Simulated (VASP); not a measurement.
A run of VASP 6.6.1 is set up as follows.

Contents of INCAR:

```
SYSTEM = ZnBi3
PREC = Accurate
ENCUT = 520
EDIFF = 1E-7
ISMEAR = -1
SIGMA = 0.05
LREAL = .FALSE.
LASPH = .TRUE.
NELM = 100
ALGO = Normal
ISIF = 2
LWAVE = .FALSE.
LCHARG = .TRUE.
GGA = PE
LELF = .TRUE.
LVHAR = .TRUE.
NBANDS = 36
```

The input KPOINTS:

```
regular mesh
0
G
  6 6 6
  0 0 0
```

Contents of POSCAR:

```
ZnBi3
1.0
    4.8731640000      0.0000000000      0.0000000000
    0.0000000000      4.8731640000      0.0000000000
    0.0000000000      0.0000000000      4.8731640000
Bi Zn
3 1
Direct
    0.5012740000      0.5034330000      0.0077510000
    0.5021730000     -0.0099330000      0.5044280000
   -0.0092120000      0.5031560000      0.4995730000
   -0.0008890000      0.0012990000     -0.0030800000
```

Potentials or basis: VASP PAW PBE potentials, release 64 (Bi_d, Zn).

Command:

```sh
$ cat potpaw_PBE.64/Bi_d/POTCAR potpaw_PBE.64/Zn/POTCAR > POTCAR
$ mpirun -np 1 vasp_std > vasp.out
```

(1) Predict the largest force.

(2) Predict the pressure.

(3) What does it give for the band gap on the k mesh?

Answers

(1) 0.187 eV/Å.

(2) 0.0 GPa.

(3) none (metal or under the smearing width).

Caveat: spin-orbit coupling is left out, which moves the levels of the heavy elements.
